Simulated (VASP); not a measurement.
Given:

```xyz
3
Lattice="1.5591 -2.7004 0.0000 1.5591 2.7004 0.0000 0.0000 0.0000 3.4737" Properties=species:S:1:pos:R:3 pbc="T T T"
Hf     0.0000     0.0000     0.0000
B      1.5591     0.9001     1.7369
B      1.5591    -0.9001     1.7369
```

Calculation: SCAN meta-GGA, VASP's PBE PAW potentials (set 64) (plane waves; VASP 6.6.1). Run with 520 eV cut-off, 13×13×10 Γ-centred mesh, tetrahedra with Blöchl corrections, potentials Hf_pv B.

Q: Give the energies of bands 5 to 11 at the high-symmetry points, in eV from the Fermi level.

A: 
```
band      Γ      M      K      A      L      H
----  -----  -----  -----  -----  -----  -----
5     -3.47  -9.85  -9.03  -9.13  -8.19  -9.95
6     -3.32  -4.61  -8.39  -1.54  -5.46  -6.01
7     -3.32  -3.85  -2.98  -1.54  -5.23  -3.53
8     -3.16  -3.23  -2.98   0.26  -3.00  -3.53
9      4.00   2.08   1.59   0.26   4.08   4.36
10     4.00   2.61   1.59   0.83   4.16   5.45
11     4.66   5.60   3.42   0.83   6.39   7.04
```

It has no gap at this level: it comes out as a metal or semimetal.

The compound is HfB2 in the AlB2 type structure. It was relaxed first.
